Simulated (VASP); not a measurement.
# In2Te2O (P4/nmm) in VASP: relaxation of cell and atoms with PBE

Aim: the relaxation of cell and atoms of In2Te2O with PBE.

All numbers are computed with VASP 6.6.1; they aren't measurements. Logs are shortened: lines on timing, memory, paths and dates and some standing lists are left out, and cuts for length are marked.

## Step 1: The crystal as given

It takes space group P4/nmm (No. 129, tetragonal). Conventional cell: a = 3.981 Å, b = 3.981 Å, c = 16.741 Å, α = 90.00°, β = 90.00°, γ = 90.00°. In (site symmetry 4mm) has 5 Te at 2.89 to 3.01 Å as nearest neighbours. In (site symmetry 4mm) is surrounded by 4 O at 2.26 Å. Te (site symmetry 4mm) is surrounded by 1 In at 2.89 Å. Te (site symmetry 4mm) has 4 In at 3.01 Å as nearest neighbours. O (site symmetry -4m2) has 4 In at 2.26 Å as nearest neighbours.

The cell was built by a generator and needn't be a form met in nature.

## Step 2: Relaxation of cell and atoms, PBE

The input, INCAR:

```
SYSTEM = In2Te2O
PREC = Accurate
ENCUT = 520
EDIFF = 1E-6
ISMEAR = 0
SIGMA = 0.1
LREAL = .False.
LASPH = .True.
NELM = 120
ALGO = Normal
ISIF = 3
LWAVE = .False.
LCHARG = .False.
GGA = PE
IBRION = 2
NSW = 90
EDIFFG = -0.01
KPAR = 4
```

The input, KPOINTS:

```
Automatic mesh
0
Gamma
  8 8 2
  0 0 0
```

The input, POSCAR:

```
In2Te2O
1.0
    3.9810000000      0.0000000000      0.0000000000
    0.0000000000      3.9810000000      0.0000000000
    0.0000000000      0.0000000000     16.7410000000
In Te O
4 4 2
Direct
    0.0000000000      0.5000000000      0.6557553300
    0.5000000000      0.0000000000      0.9358461300
    0.0000000000      0.5000000000      0.0641538700
    0.5000000000      0.0000000000      0.3442446700
    0.0000000000      0.5000000000      0.8281464700
    0.5000000000      0.0000000000      0.5914222600
    0.5000000000      0.0000000000      0.1718535300
    0.0000000000      0.5000000000      0.4085777400
    0.0000000000      0.0000000000      0.0000000000
    0.5000000000      0.5000000000      0.0000000000
```

Potentials or basis: VASP PAW PBE potentials, release 64 (In_d, Te, O).

Command:

```
$ cat potpaw_PBE.64/In_d/POTCAR potpaw_PBE.64/Te/POTCAR potpaw_PBE.64/O/POTCAR > POTCAR
$ mpirun -np 4 vasp_std > vasp.out
```

OUTCAR:

```text
SYSTEM = In2Te2O
   PREC = Accurate
   ENCUT = 520
   EDIFF = 1E-6
   ISMEAR = 0
   LREAL = .False.
   LASPH = .True.
   NELM = 120
   ISIF = 3
   GGA = PE
   IBRION = 2
   NSW = 90
   EDIFFG = -0.01

 ion  position               nearest neighbor table
   1  0.000  0.500  0.656-   5 2.89   6 3.01   6 3.01   6 3.01   6 3.01
   2  0.500  0.000  0.936-   9 2.26  10 2.26  10 2.26   9 2.26   5 3.34   5 3.34   5 3.34   5 3.34
                             3 3.54   3 3.54   3 3.54   3 3.54
   3  0.000  0.500  0.064-   9 2.26  10 2.26   9 2.26  10 2.26   7 3.34   7 3.34   7 3.34   7 3.34
                             2 3.54   2 3.54   2 3.54   2 3.54
   4  0.500  0.000  0.344-   7 2.89   8 3.01   8 3.01   8 3.01   8 3.01
   5  0.000  0.500  0.828-   1 2.89   2 3.34   2 3.34   2 3.34   2 3.34
   6  0.500  0.000  0.591-   1 3.01   1 3.01   1 3.01   1 3.01
   7  0.500  0.000  0.172-   4 2.89   3 3.34   3 3.34   3 3.34   3 3.34
   8  0.000  0.500  0.409-   4 3.01   4 3.01   4 3.01   4 3.01
   9  0.000  0.000  0.000-   2 2.26   3 2.26   3 2.26   2 2.26
  10  0.500  0.500  0.000-   2 2.26   3 2.26   2 2.26   3 2.26

  LATTYP: Found a simple tetragonal cell.
 ALAT       =     3.9810000000
 C/A-ratio  =     4.2052248179

  Lattice vectors:

 A1 = (   3.9810000000,   0.0000000000,   0.0000000000)
 A2 = (   0.0000000000,   3.9810000000,   0.0000000000)
 A3 = (   0.0000000000,   0.0000000000,  16.7410000000)

Analysis of symmetry for initial positions (statically):
=====================================================================
 Subroutine PRICEL returns:
 Original cell was already a primitive cell.

 Routine SETGRP: Setting up the symmetry group for a
 simple tetragonal supercell.

 Subroutine GETGRP returns: Found 16 space group operations
 (whereof  8 operations were pure point group operations)
 out of a pool of 16 trial point group operations.

The static configuration has the point symmetry D_2d.
 The point group associated with its full space group is D_4h.

Analysis of symmetry for dynamics (positions and initial velocities):
=====================================================================
 Subroutine PRICEL returns:
 Original cell was already a primitive cell.

 Routine SETGRP: Setting up the symmetry group for a
 simple tetragonal supercell.

 Subroutine GETGRP returns: Found 16 space group operations
 (whereof  8 operations were pure point group operations)
 out of a pool of 16 trial point group operations.

The dynamic configuration has the point symmetry D_2d.
 The point group associated with its full space group is D_4h.

 Subroutine INISYM returns: Found 16 space group operations
 (whereof  8 operations are pure point group operations),
 and found     1 'primitive' translations

----------------------------------------------------------------------------------------

                                     Primitive cell

  volume of cell :     265.3174

  direct lattice vectors                    reciprocal lattice vectors
     3.981000000  0.000000000  0.000000000     0.251193168  0.000000000  0.000000000
     0.000000000  3.981000000  0.000000000     0.000000000  0.251193168  0.000000000
     0.000000000  0.000000000 16.741000000     0.000000000  0.000000000  0.059733588

  length of vectors
     3.981000000  3.981000000 16.741000000     0.251193168  0.251193168  0.059733588

  position of ions in fractional coordinates (direct lattice)
     0.000000000  0.500000000  0.655755330
     0.500000000  0.000000000  0.935846130
     0.000000000  0.500000000  0.064153870
     0.500000000  0.000000000  0.344244670
     0.000000000  0.500000000  0.828146470
     0.500000000  0.000000000  0.591422260
     0.500000000  0.000000000  0.171853530
     0.000000000  0.500000000  0.408577740
     0.000000000  0.000000000  0.000000000
     0.500000000  0.500000000  0.000000000

  ion indices of the primitive-cell ions
   primitive index   ion index
                 1           1
                 2           2
                 3           3
[... 22 lines left out ...]

  Length of vectors
     0.031399146  0.031399146  0.029866794

  Shift w.r.t. Gamma in fractional coordinates (k-lattice)
     0.000000000  0.000000000  0.000000000

 Subroutine IBZKPT returns following result:
 ===========================================

 Found     30 irreducible k-points:

 Following reciprocal coordinates:
            Coordinates               Weight
  0.000000  0.000000  0.000000      1.000000
  0.125000  0.000000  0.000000      4.000000
  0.250000  0.000000  0.000000      4.000000
  0.375000  0.000000  0.000000      4.000000
  0.500000  0.000000  0.000000      2.000000
  0.125000  0.125000  0.000000      4.000000
[... 16 lines left out ...]
  0.375000  0.125000  0.500000      8.000000
  0.500000  0.125000  0.500000      4.000000
 [... further k-points ...]
   k-points           NKPTS =     30   k-points in BZ     NKDIM =     30   number of bands    NBANDS=     52
   number of dos      NEDOS =    301   number of ions     NIONS =     10
   total plane-waves  NPLWV = 113400
   dimension x,y,z NGX =    30 NGY =   30 NGZ =  126
   dimension x,y,z NGXF=    60 NGYF=   60 NGZF=  252
   ions per type =               4   4   2
   NGX,Y,Z   is equivalent  to a cutoff of  12.53, 12.53, 12.51 a.u.
   NGXF,Y,Z  is equivalent  to a cutoff of  25.06, 25.06, 25.02 a.u.
 SYSTEM =  In2Te2O
   PREC   = accura    normal or accurate (medium, high low for compatibility)
   ISTART =      0    job   : 0-new  1-cont  2-samecut
   ICHARG =      2    charge: 1-file 2-atom 10-const
   ISPIN  =      1    spin polarized calculation?
   LNONCOLLINEAR =      F non collinear calculations
   LSORBIT =      F    spin-orbit coupling
   LASPH  =      T    aspherical Exc in radial PAW
   ENCUT  =  520.0 eV  38.22 Ry    6.18 a.u.   7.40  7.40 31.13*2*pi/ulx,y,z
   NELM   =    120;   NELMIN=  2; NELMDL= -5     # of ELM steps
   EDIFF  = 0.1E-05   stopping-criterion for ELM
   LREAL  =      F    real-space projection
   EDIFFG = -.1E-01   stopping-criterion for IOM
   NSW    =     90    number of steps for IOM
   IBRION =      2    ionic relax: 0-MD 1-quasi-New 2-CG
   NFREE  =      1    steps in history (QN), initial steepest desc. (CG)
   ISIF   =      3    stress and relaxation
   ISYM   =      2    0-nonsym 1-usesym 2-fastsym
   POTIM  = 0.5000    time-step for ionic-motion
   TEBEG  =    0.0;   TEEND  =   0.0 temperature during run
   PSTRESS=    0.0 pullay stress
   NELECT =      88.0000    total number of electrons
   NUPDOWN=      -1.0000    fix difference up-down
   EMIN   =  10.00;   EMAX   =-10.00  energy-range for DOS
   EFERMI =   0.00;   METHOD = LEGACY
   ISMEAR =     0;   SIGMA  =   0.10  broadening in eV -4-tet -1-fermi 0-gaus
   EFERMI_NEDOS =   21; number of points for ismear=-14 and -15
   IALGO  =     38    algorithm
   IMIX   =      4    mixing-type and parameters
     AMIX     =   0.40;   BMIX     =  1.00
     AMIX_MAG =   1.60;   BMIX_MAG =  1.00
  volume/ion in A,a.u.               =      26.53       179.05
  Fermi-wavevector in a.u.,A,eV,Ry     =   1.133219  2.141473 17.472398  1.284185
  Thomas-Fermi vector in A             =   2.269921
   LORBIT       =      0    0 simple, 1 ext, 2 COOP (PROOUT), +10 PAW based schemes
   GGA     = PE    functional components
   LHFCALC =     F    Hartree Fock is set to
   AEXX    =    0.0000 exact exchange contribution
   IVDW    =     0    specifies the selected vdW correction
   LEPSILON=     F    determine dielectric tensor
   LRPA    =     F    only Hartree local field effects (RPA)
 conjugate gradient relaxation of ions
 non-spin polarized calculation
 Gauss-broadening in eV      SIGMA  =   0.10
  energy-cutoff  :      520.00
  volume of cell :      265.32
 maximum number of plane-waves:      7223
 NGX is ok and might be reduce to    30
   NGX = 15   NGY = 15   NGZ = 63

--------------------------------------- Ionic step        1  -------------------------------------------

 number of electron      88.0000036 magnetization

 Free energy of the ion-electron system (eV)
  ---------------------------------------------------
  ext. energy  EPLUGINS =         0.00000000
  ---------------------------------------------------
  free energy    TOTEN  =       -37.80342727 eV

  energy without entropy =      -37.78061077  energy(sigma->0) =      -37.79201902

------------------------ aborting loop because EDIFF is reached ----------------------------------------

  FORCE on cell =-STRESS in cart. coord.  units (eV):
  Direction    XX          YY          ZZ          XY          YZ          ZX
  --------------------------------------------------------------------------------------
  -------------------------------------------------------------------------------------
  Total       -2.3243558     -2.3243558     -1.9648520      0.0000000      0.0000000      0.0000000
  in kB      -14.0361319    -14.0361319    -11.8651893      0.0000000      0.0000000      0.0000000
  external PRESSURE =     -13.3124844 kB  Pullay stress =       0.0000000 kB
[... 113 lines left out ...]
  FREE ENERGIE OF THE ION-ELECTRON SYSTEM (eV)
  ---------------------------------------------------
  free  energy   TOTEN  =       -37.8366343503 eV

  energy  without entropy=      -37.8134806802  energy(sigma->0) =      -37.82505752

[... ionic steps 4 to 18 ...]

--------------------------------------- Ionic step       19  -------------------------------------------

 number of electron      88.0000031 magnetization

------------------------ aborting loop because EDIFF is reached ----------------------------------------
[... 83 lines left out ...]
--------------------------------------- Ionic step       21  -------------------------------------------

 number of electron      88.0000035 magnetization

 Free energy of the ion-electron system (eV)
  ---------------------------------------------------
  ext. energy  EPLUGINS =         0.00000000
  ---------------------------------------------------
  free energy    TOTEN  =       -37.86675844 eV

  energy without entropy =      -37.84404462  energy(sigma->0) =      -37.85540153

 E-fermi :   5.5518     XC(G=0):  -9.3795

 val. band max:        5.5454335217   @ k =   0.0000   0.0000   0.5000
 cond. band min:       5.5702538388   @ k =   0.2500   0.0000   0.5000
 fundamental gap:      0.0248203171
 Fermi energy:         5.5518414558

 k-point     1 :       0.0000    0.0000    0.0000
  band No.  band energies     occupation
      1     -13.2881      2.00000
      2     -12.4183      2.00000
      3      -9.1127      2.00000
      4      -9.1117      2.00000
      5      -9.0397      2.00000
      6      -9.0397      2.00000
[... 1309 lines left out ...]
     51       9.6365      0.00000
     52       9.6365      0.00000

 [... further k-points ...]

------------------------ aborting loop because EDIFF is reached ----------------------------------------

  FORCE on cell =-STRESS in cart. coord.  units (eV):
  Direction    XX          YY          ZZ          XY          YZ          ZX
  --------------------------------------------------------------------------------------
  -------------------------------------------------------------------------------------
  Total        0.0256421      0.0256421      0.0118054      0.0000000      0.0000000     -0.0000000
  in kB        0.1548698      0.1548698      0.0713005      0.0000000      0.0000000     -0.0000000
  external PRESSURE =       0.1270134 kB  Pullay stress =       0.0000000 kB
[... 25 lines left out ...]
  FREE ENERGIE OF THE ION-ELECTRON SYSTEM (eV)
  ---------------------------------------------------
  free  energy   TOTEN  =       -37.8667584403 eV

  energy  without entropy=      -37.8440446199  energy(sigma->0) =      -37.85540153

 reached required accuracy - stopping structural energy minimisation
```

Wall time 27 min (4 MPI ranks of Intel Xeon Platinum 8488C (Sapphire Rapids), shared host); peak memory 0.59 GiB.

What came out:

- Free energy: -37.8668 eV
- Relaxed volume: 26.53 Å³/atom
- Relaxed cell: a = 3.949 Å, b = 3.949 Å, c = 17.013 Å, α = 90.00°, β = 90.00°, γ = 90.00°
- Space group after relaxing (to 0.05 Å): P4/nmm (No. 129)
- Energy gained by relaxing: 6.3 meV/atom
- Ionic steps: 21
- Pressure after relaxing: 0.0 GPa
- Largest force after relaxing: 0.008 eV/Å
- Band gap on the k mesh: none (metal or under the smearing width)

Forces in eV/Å, atoms in the order of the input:
```
In   0.000  0.000  0.008
In   0.000  0.000 -0.001
In   0.000  0.000  0.001
In   0.000  0.000 -0.008
Te   0.000  0.000 -0.003
Te   0.000  0.000  0.001
Te   0.000  0.000  0.003
Te   0.000  0.000 -0.001
O    0.000  0.000  0.000
O    0.000  0.000  0.000
```

The path:
| step | energy change (eV) | largest force (eV/Å) | pressure (GPa) | volume (Å³) |
| --- | --- | --- | --- | --- |
| 1 | 0.0000 | 0.3984 | -1.33 | 265.32 |
| 2 | -0.0272 | 0.1090 | 0.77 | 256.94 |
| 3 | -0.0332 | 0.1315 | 0.12 | 259.38 |
| 4 | -0.0361 | 0.1226 | 0.09 | 259.74 |
| 5 | -0.0399 | 0.1011 | 0.01 | 260.84 |
| 6 | -0.0423 | 0.0968 | -0.01 | 261.16 |
| 7 | -0.0467 | 0.0847 | -0.05 | 262.11 |
| 8 | -0.0445 | 0.1598 | -0.12 | 264.01 |
| 9 | -0.0475 | 0.0951 | -0.08 | 262.79 |
| 10 | -0.0500 | 0.0883 | 0.00 | 262.59 |
| 11 | -0.0539 | 0.0770 | 0.33 | 261.98 |
| 12 | -0.0555 | 0.0725 | 0.25 | 262.41 |
| 13 | -0.0587 | 0.0585 | 0.02 | 263.69 |
| 14 | -0.0574 | 0.1139 | -0.43 | 266.26 |
| 15 | -0.0594 | 0.0501 | -0.16 | 264.67 |
| 16 | -0.0606 | 0.0468 | -0.13 | 264.78 |
| 17 | -0.0625 | 0.0344 | -0.06 | 265.13 |
| 18 | -0.0626 | 0.0403 | -0.04 | 265.22 |
| 19 | -0.0630 | 0.0291 | 0.03 | 265.00 |
| 20 | -0.0631 | 0.0198 | 0.09 | 264.82 |
| 21 | -0.0633 | 0.0078 | 0.01 | 265.28 |

Final structure:
```cif
data_structure
_symmetry_space_group_name_H-M 'P 1'
_symmetry_Int_Tables_number 1
_cell_length_a 3.9488
_cell_length_b 3.9488
_cell_length_c 17.0128
_cell_angle_alpha 90.000
_cell_angle_beta 90.000
_cell_angle_gamma 90.000
_cell_volume 265.28
loop_
_atom_site_label
_atom_site_type_symbol
_atom_site_fract_x
_atom_site_fract_y
_atom_site_fract_z
_atom_site_occupancy
In1 In 0.00000 0.50000 0.66487 1
In2 In 0.50000 0.00000 0.93825 1
In3 In 0.00000 0.50000 0.06175 1
In4 In 0.50000 0.00000 0.33513 1
Te1 Te 0.00000 0.50000 0.83185 1
Te2 Te 0.50000 0.00000 0.60212 1
Te3 Te 0.50000 0.00000 0.16815 1
Te4 Te 0.00000 0.50000 0.39788 1
O1 O 0.00000 0.00000 0.00000 1
O2 O 0.50000 0.50000 0.00000 1
```

Levels at points of the mesh, in eV from the Fermi level:
```
           k point  band 41  band 42  band 43  band 44  band 45  band 46  band 47  band 48
(0.00, 0.00, 0.00)    -0.59    -0.24    -0.24    -0.02    -0.02     0.58     0.68     1.13
(0.50, 0.00, 0.00)     0.03     0.03     0.31     0.31     1.46     1.46     1.97     1.97
(0.50, 0.50, 0.00)    -1.55    -1.55    -1.33    -1.33    -0.69    -0.69    -0.40    -0.40
(0.00, 0.00, 0.50)    -0.26    -0.26    -0.06    -0.01    -0.01     0.48     0.59     1.11
(0.50, 0.00, 0.50)     0.03     0.03     0.31     0.31     1.62     1.62     1.81     1.81
(0.50, 0.50, 0.50)    -1.55    -1.55    -1.27    -1.27    -0.87    -0.87    -0.28    -0.28
```

Caveat: this functional lacks dispersion, which binds the layers, so the pressure and a relaxed spacing across them are unreliable.
